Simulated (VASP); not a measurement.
# CdNiSe3 (Pm-3m) in VASP: settings compared

The runs below take CdNiSe3 through relaxation of cell and atoms, with PBEsol, RPBE, revPBE.

All numbers are computed with VASP 6.6.1; they aren't measurements. Logs are shortened: lines on timing, memory, paths and dates and some standing lists are left out, and cuts for length are marked.

## 1. The crystal as given

It takes space group Pm-3m (No. 221, cubic). The conventional cell has a = 4.767 Å, b = 4.767 Å, c = 4.767 Å, α = 90.00°, β = 90.00°, γ = 90.00°. Cd (site symmetry m-3m) is surrounded by 12 Se at 3.37 Å. Around Ni (site symmetry m-3m) lie 6 Se at 2.38 Å. Se (site symmetry 4/mmm) is surrounded by 2 Ni at 2.38 Å.

The cell was built by a generator and needn't be a form met in nature.

## 2. Relaxation of cell and atoms, PBEsol, collinear spin, ferromagnetic start

The input, INCAR:

```
PREC = Accurate
ENCUT = 600
EDIFF = 1E-6
ISMEAR = -1
SIGMA = 0.05
LREAL = F
LASPH = T
NELM = 120
ALGO = Normal
ISIF = 3
LWAVE = F
LCHARG = F
ISPIN = 2
MAGMOM = 0 1 0 0 0
LORBIT = 11
LMAXMIX = 4
GGA = PS
IBRION = 2
NSW = 60
EDIFFG = -0.01
```

The input, KPOINTS:

```
Automatic mesh
0
Gamma
  5 5 5
```

The input, POSCAR:

```
CdNiSe3
1.0
    4.7673800000      0.0000000000      0.0000000000
    0.0000000000      4.7673800000      0.0000000000
    0.0000000000      0.0000000000      4.7673800000
Cd Ni Se
1 1 3
Direct
    0.5000000000      0.5000000000      0.5000000000
    0.0000000000      0.0000000000      0.0000000000
    0.5000000000      0.0000000000      0.0000000000
    0.0000000000      0.5000000000      0.0000000000
    0.0000000000      0.0000000000      0.5000000000
```

Potentials or basis: VASP PAW PBE potentials, release 64 (Cd, Ni, Se).

Started as:

```
$ cat potpaw_PBE.64/Cd/POTCAR potpaw_PBE.64/Ni/POTCAR potpaw_PBE.64/Se/POTCAR > POTCAR
$ mpirun -np 1 vasp_std > vasp.out
```

OUTCAR:

```text
PREC = Accurate
   ENCUT = 600
   EDIFF = 1E-6
   ISMEAR = -1
   LREAL = F
   LASPH = T
   NELM = 120
   ISIF = 3
   ISPIN = 2
   LORBIT = 11
   GGA = PS
   IBRION = 2
   NSW = 60
   EDIFFG = -0.01

 ion  position               nearest neighbor table
   1  0.500  0.500  0.500-
   2  0.000  0.000  0.000-   3 2.38   4 2.38   5 2.38   5 2.38   4 2.38   3 2.38
   3  0.500  0.000  0.000-   2 2.38   2 2.38
   4  0.000  0.500  0.000-   2 2.38   2 2.38
   5  0.000  0.000  0.500-   2 2.38   2 2.38

  LATTYP: Found a simple cubic cell.
 ALAT       =     4.7673800000

  Lattice vectors:

 A1 = (   4.7673800000,   0.0000000000,   0.0000000000)
 A2 = (   0.0000000000,   4.7673800000,   0.0000000000)
 A3 = (   0.0000000000,   0.0000000000,   4.7673800000)

Analysis of symmetry for initial positions (statically):
=====================================================================
 Subroutine PRICEL returns:
 Original cell was already a primitive cell.

 Routine SETGRP: Setting up the symmetry group for a
 simple cubic supercell.

 Subroutine GETGRP returns: Found 48 space group operations
 (whereof 48 operations were pure point group operations)
 out of a pool of 48 trial point group operations.

The static configuration has the point symmetry O_h .

Analysis of symmetry for dynamics (positions and initial velocities):
=====================================================================
 Subroutine PRICEL returns:
 Original cell was already a primitive cell.

 Routine SETGRP: Setting up the symmetry group for a
 simple cubic supercell.

 Subroutine GETGRP returns: Found 48 space group operations
 (whereof 48 operations were pure point group operations)
 out of a pool of 48 trial point group operations.

The dynamic configuration has the point symmetry O_h .

Analysis of structural, dynamic, and magnetic symmetry:
=====================================================================
 Subroutine PRICEL returns:
 Original cell was already a primitive cell.

 Routine SETGRP: Setting up the symmetry group for a
 simple cubic supercell.

 Subroutine GETGRP returns: Found 48 space group operations
 (whereof 48 operations were pure point group operations)
 out of a pool of 48 trial point group operations.

The overall configuration has the point symmetry O_h .

 Subroutine INISYM returns: Found 48 space group operations
 (whereof 48 operations are pure point group operations),
 and found     1 'primitive' translations

[... 106 lines left out ...]
  volume/ion in A,a.u.               =      21.67       146.24
  Fermi-wavevector in a.u.,A,eV,Ry     =   1.174397  2.219289 18.765279  1.379209
  Thomas-Fermi vector in A             =   2.310795
   LORBIT       =     11    0 simple, 1 ext, 2 COOP (PROOUT), +10 PAW based schemes
   GGA     = PS    functional components
   LHFCALC =     F    Hartree Fock is set to
   AEXX    =    0.0000 exact exchange contribution
   IVDW    =     0    specifies the selected vdW correction
   LEPSILON=     F    determine dielectric tensor
   LRPA    =     F    only Hartree local field effects (RPA)
 conjugate gradient relaxation of ions
 spin polarized calculation
  energy-cutoff  :      600.00
  volume of cell :      108.35
 maximum number of plane-waves:      3695
 NGX is ok and might be reduce to    40
   NGX = 19   NGY = 19   NGZ = 19

--------------------------------------- Ionic step        1  -------------------------------------------

 number of electron      40.0000008 magnetization       0.3506757

 number of electron      40.0000007 magnetization      -0.0019486

 Free energy of the ion-electron system (eV)
  ---------------------------------------------------
  ext. energy  EPLUGINS =         0.00000000
  ---------------------------------------------------
  free energy    TOTEN  =       -17.96780027 eV

  energy without entropy =      -17.92405022  energy(sigma->0) =      -17.94592525

------------------------ aborting loop because EDIFF is reached ----------------------------------------

  FORCE on cell =-STRESS in cart. coord.  units (eV):
  Direction    XX          YY          ZZ          XY          YZ          ZX
  --------------------------------------------------------------------------------------
  -------------------------------------------------------------------------------------
  Total       -2.6202142     -2.6202142     -2.6202142      0.0000000      0.0000000     -0.0000000
  in kB      -38.7443225    -38.7443225    -38.7443225      0.0000000      0.0000000     -0.0000000
  external PRESSURE =     -38.7443225 kB  Pullay stress =       0.0000000 kB
[... 69 lines left out ...]
 number of electron      39.9999990 magnetization      -0.0000061

 number of electron      39.9999990 magnetization       0.0000034

 Free energy of the ion-electron system (eV)
  ---------------------------------------------------
  ext. energy  EPLUGINS =         0.00000000
  ---------------------------------------------------
  free energy    TOTEN  =       -18.04025232 eV

  energy without entropy =      -17.99718422  energy(sigma->0) =      -18.01871827

 E-fermi :   3.9262     XC(G=0): -10.5561

 val. band max:        3.8863558989   @ k =   0.4000   0.4000   0.2000
 cond. band min:       3.9500576493   @ k =   0.4000   0.2000   0.2000
 fundamental gap:      0.0637017504
 Fermi energy:         3.9262261424

 spin component 1

 k-point     1 :       0.0000    0.0000    0.0000
  band No.  band energies     occupation
      1     -10.5782      1.00000
      2      -8.0724      1.00000
      3      -8.0724      1.00000
      4      -4.1164      1.00000
      5      -4.1164      1.00000
      6      -4.1164      1.00000
[... 269 lines left out ...]
     24      10.2093      0.00000
     25      10.3198      0.00000
 Fermi energy:         3.9262261424

 spin component 2

 k-point     1 :       0.0000    0.0000    0.0000
  band No.  band energies     occupation
      1     -10.5782      1.00000
      2      -8.0724      1.00000
      3      -8.0724      1.00000
      4      -4.1164      1.00000
      5      -4.1164      1.00000
      6      -4.1164      1.00000
[... 301 lines left out ...]
  FREE ENERGIE OF THE ION-ELECTRON SYSTEM (eV)
  ---------------------------------------------------
  free  energy   TOTEN  =       -18.0402523241 eV

  energy  without entropy=      -17.9971842232  energy(sigma->0) =      -18.01871827

 reached required accuracy - stopping structural energy minimisation

 total charge

# of ion       s       p       d       tot
------------------------------------------
    1        0.429   0.134   9.560  10.123
    2        0.452   0.525   8.495   9.472
    3        1.501   2.207   0.048   3.756
    4        1.501   2.207   0.048   3.756
    5        1.501   2.207   0.048   3.756
--------------------------------------------------
tot          5.385   7.281  18.198  30.863

 magnetization (x)

# of ion       s       p       d       tot
------------------------------------------
    1        0.000  -0.000  -0.000   0.000
    2       -0.000  -0.000  -0.000  -0.000
    3        0.000  -0.000  -0.000  -0.000
    4        0.000  -0.000  -0.000  -0.000
    5        0.000  -0.000  -0.000  -0.000
--------------------------------------------------
tot         -0.000  -0.000  -0.000  -0.000
```

OSZICAR:

```text
N       E                     dE             d eps       ncg     rms          rms(c)
DAV:   1     0.302138146051E+03    0.30214E+03   -0.19157E+04  1000   0.168E+03
DAV:   2     0.672548771219E+01   -0.29541E+03   -0.28852E+03  1046   0.367E+02
DAV:   3    -0.195653867413E+02   -0.26291E+02   -0.25418E+02  1234   0.110E+02
DAV:   4    -0.204642049976E+02   -0.89882E+00   -0.88158E+00  1087   0.188E+01
[... 34 lines left out ...]
DAV:   6    -0.180402752278E+02    0.49735E-03   -0.31045E-03  1400   0.511E-01    0.934E-02
DAV:   7    -0.180402521074E+02    0.23120E-04   -0.21682E-04  1270   0.170E-01    0.467E-02
DAV:   8    -0.180402522613E+02   -0.15394E-06   -0.31018E-05  1301   0.403E-02    0.720E-03
DAV:   9    -0.180402523241E+02   -0.62741E-07   -0.89233E-07   510   0.821E-03
   3 F= -.18040252E+02 E0= -.18018718E+02  d E =-.724521E-01  mag=    -0.0000
```

CONTCAR:

```text
CdNiSe3
   1.00000000000000
     4.6809673561391634    0.0000000000000000   -0.0000000000000000
     0.0000000000000000    4.6809673561391634    0.0000000000000000
     0.0000000000000000    0.0000000000000000    4.6809673561391634
  Cd              Ni              Se
     1     1     3
Direct
     0.5000000000000000    0.5000000000000000    0.5000000000000000
     0.0000000000000000    0.0000000000000000    0.0000000000000000
     0.5000000000000000    0.0000000000000000    0.0000000000000000
     0.0000000000000000    0.5000000000000000    0.0000000000000000
     0.0000000000000000    0.0000000000000000    0.5000000000000000

  0.00000000E+00  0.00000000E+00  0.00000000E+00
  0.00000000E+00  0.00000000E+00  0.00000000E+00
  0.00000000E+00  0.00000000E+00  0.00000000E+00
  0.00000000E+00  0.00000000E+00  0.00000000E+00
  0.00000000E+00  0.00000000E+00  0.00000000E+00
```

It took 2 min on 1 thread of AMD EPYC 9R45 (Zen 5), shared host; peak memory 0.28 GiB.

What came out:

```yaml
Free_energy: -18.0403 eV
Relaxed_volume: 20.51 Å³/atom
Relaxed_cell: a = 4.681 Å, b = 4.681 Å, c = 4.681 Å, α = 90.00°, β = 90.00°, γ = 90.00°
Space_group_after_relaxing_to_0.05_Å: Pm-3m (No. 221)
Energy_gained_by_relaxing: 14.5 meV/atom
Ionic_steps: 3
Pressure_after_relaxing: 0.0 GPa
Band_gap_on_the_k_mesh: none (metal or under the smearing width)
Net_moment: 0.00 μB per cell
Valence_electrons_inside_the_program's_atomic_spheres: Cd 10.12; Ni 9.47; Se 3.76
```

The path:
| step | energy change (eV) | largest force (eV/Å) | pressure (GPa) | volume (Å³) |
| --- | --- | --- | --- | --- |
| 1 | 0.0000 | 0.0000 | -3.87 | 108.35 |
| 2 | -0.0605 | 0.0000 | 1.73 | 100.34 |
| 3 | -0.0725 | 0.0000 | 0.01 | 102.57 |

Final structure:
```cif
data_structure
_symmetry_space_group_name_H-M 'P 1'
_symmetry_Int_Tables_number 1
_cell_length_a 4.6810
_cell_length_b 4.6810
_cell_length_c 4.6810
_cell_angle_alpha 90.000
_cell_angle_beta 90.000
_cell_angle_gamma 90.000
_cell_volume 102.57
loop_
_atom_site_label
_atom_site_type_symbol
_atom_site_fract_x
_atom_site_fract_y
_atom_site_fract_z
_atom_site_occupancy
Cd1 Cd 0.50000 0.50000 0.50000 1
Ni1 Ni 0.00000 0.00000 0.00000 1
Se1 Se 0.50000 0.00000 0.00000 1
Se2 Se 0.00000 0.50000 0.00000 1
Se3 Se 0.00000 0.00000 0.50000 1
```

Caveat: the PAW data sets were made with another functional, which shifts forces and pressure a little. With open d or f shells a metallic result of PBEsol can be an artefact of self-interaction; +U or a hybrid may open a gap.

## 3. Relaxation of cell and atoms, RPBE, collinear spin, ferromagnetic start

INCAR: that of step 2 with these lines changed.

```diff
@@ -16,3 +16,3 @@
 LMAXMIX = 4
-GGA = PS
+GGA = RP
 IBRION = 2
```

KPOINTS is that of step 2.

POSCAR is that of step 2.

Potentials or basis: VASP PAW PBE potentials, release 64 (Cd, Ni, Se).

Started as:

```
$ cat potpaw_PBE.64/Cd/POTCAR potpaw_PBE.64/Ni/POTCAR potpaw_PBE.64/Se/POTCAR > POTCAR
$ mpirun -np 1 vasp_std > vasp.out
```

Run time: 1.9 min. Hardware: 1 thread of AMD EPYC 9R45 (Zen 5), shared host; peak memory 0.29 GiB.

The run converged. Its results:

| Quantity | Value |
| --- | --- |
| Free energy | -13.9228 eV |
| Relaxed volume | 22.50 Å³/atom |
| Relaxed cell | a = 4.827 Å, b = 4.827 Å, c = 4.827 Å, α = 90.00°, β = 90.00°, γ = 90.00° |
| Space group after relaxing (to 0.05 Å) | Pm-3m (No. 221) |
| Energy gained by relaxing | 5.8 meV/atom |
| Ionic steps | 3 |
| Pressure after relaxing | 0.0 GPa |
| Band gap on the k mesh | none (metal or under the smearing width) |
| Net moment | 0.00 μB per cell |
| Valence electrons inside the program's atomic spheres | Cd 10.10; Ni 9.25; Se 3.74 |

The path:
| step | energy change (eV) | largest force (eV/Å) | pressure (GPa) | volume (Å³) |
| --- | --- | --- | --- | --- |
| 1 | 0.0000 | 0.0000 | 2.30 | 108.35 |
| 2 | -0.0279 | 0.0000 | -0.40 | 113.29 |
| 3 | -0.0290 | 0.0000 | -0.01 | 112.49 |

Final structure:
```
Cd Ni Se
1.0
     4.82728    0.00000    0.00000
     0.00000    4.82728    0.00000
     0.00000    0.00000    4.82728
Cd Ni Se
1 1 3
Direct
  0.50000 0.50000 0.50000
  0.00000 0.00000 0.00000
  0.50000 0.00000 0.00000
  0.00000 0.50000 0.00000
  0.00000 0.00000 0.50000
```

Levels at points of the mesh, in eV from the Fermi level:
Spin up:
```csv
k point,band 16,band 17,band 18,band 19,band 20,band 21,band 22,band 23,band 24,band 25
"(0.00, 0.00, 0.00)",-1.28,-1.28,-0.73,-0.73,-0.73,-0.06,-0.06,-0.06,3.35,6.12
```
Spin down:
```
           k point  band 16  band 17  band 18  band 19  band 20  band 21  band 22  band 23  band 24  band 25
(0.00, 0.00, 0.00)    -1.28    -1.28    -0.73    -0.73    -0.73    -0.06    -0.06    -0.06     3.35     6.12
```

Caveat: the PAW data sets were made with another functional, which shifts forces and pressure a little.

## 4. Relaxation of cell and atoms, revPBE, collinear spin, ferromagnetic start

INCAR: that of step 3 with these lines changed.

```diff
@@ -16,3 +16,3 @@
 LMAXMIX = 4
-GGA = RP
+GGA = RE
 IBRION = 2
```

KPOINTS is that of step 3.

POSCAR is that of step 3.

Started as:

```
$ cat potpaw_PBE.64/Cd/POTCAR potpaw_PBE.64/Ni/POTCAR potpaw_PBE.64/Se/POTCAR > POTCAR
$ mpirun -np 1 vasp_std > vasp.out
```

Wall time 1.8 min (1 thread of AMD EPYC 9R45 (Zen 5), shared host); peak memory 0.29 GiB.

The run converged. Its results:

```
Free energy                                           : -14.1922 eV
Relaxed volume                                        : 22.27 Å³/atom
Relaxed cell                                          : a = 4.811 Å, b = 4.811 Å, c = 4.811 Å, α = 90.00°, β = 90.00°, γ = 90.00°
Space group after relaxing (to 0.05 Å)                : Pm-3m (No. 221)
Energy gained by relaxing                             : 3.1 meV/atom
Ionic steps                                           : 3
Pressure after relaxing                               : 0.0 GPa
Band gap on the k mesh                                : none (metal or under the smearing width)
Net moment                                            : 0.00 μB per cell
Valence electrons inside the program's atomic spheres : Cd 10.10; Ni 9.28; Se 3.74
```

The path:
| step | energy change (eV) | largest force (eV/Å) | pressure (GPa) | volume (Å³) |
| --- | --- | --- | --- | --- |
| 1 | 0.0000 | 0.0000 | 1.66 | 108.35 |
| 2 | -0.0148 | 0.0000 | -0.31 | 111.92 |
| 3 | -0.0154 | 0.0000 | -0.01 | 111.34 |

Final structure:
```
Cd Ni Se
1.0
     4.81073    0.00000    0.00000
     0.00000    4.81073    0.00000
     0.00000    0.00000    4.81073
Cd Ni Se
1 1 3
Direct
  0.50000 0.50000 0.50000
  0.00000 0.00000 0.00000
  0.50000 0.00000 0.00000
  0.00000 0.50000 0.00000
  0.00000 0.00000 0.50000
```

Levels at points of the mesh, in eV from the Fermi level:
Spin up:
```csv
k point,band 18,band 19,band 20,band 21,band 22,band 23
"(0.00, 0.00, 0.00)",-0.74,-0.74,-0.74,-0.06,-0.06,-0.06
```
Spin down:
```tsv
k point	band 17	band 18	band 19	band 20	band 21	band 22	band 23	band 24
(0.00, 0.00, 0.00)	-1.30	-0.74	-0.74	-0.74	-0.06	-0.06	-0.06	3.39
```

Caveat: the PAW data sets were made with another functional, which shifts forces and pressure a little.

## 5. The runs side by side

```csv
level,gap on the mesh (eV),pressure (GPa),moment (μB),relaxed volume (Å³/atom)
PBEsol,none,0.0,0.00,20.51
RPBE,none,0.0,0.00,22.50
revPBE,none,0.0,0.00,22.27
```

Alike in all rows: task relaxation of cell and atoms; potentials or basis VASP PAW PBE potentials, release 64 (Cd, Ni, Se); spin collinear, ferromagnetic start; cell relaxed; k mesh 5 × 5 × 5; cutoff (eV) 600; smearing fermi-dirac 0.05 eV.

Caveats: the PAW data sets were made with another functional, which shifts forces and pressure a little.

Absolute energies hang on the potentials; compare differences alone.
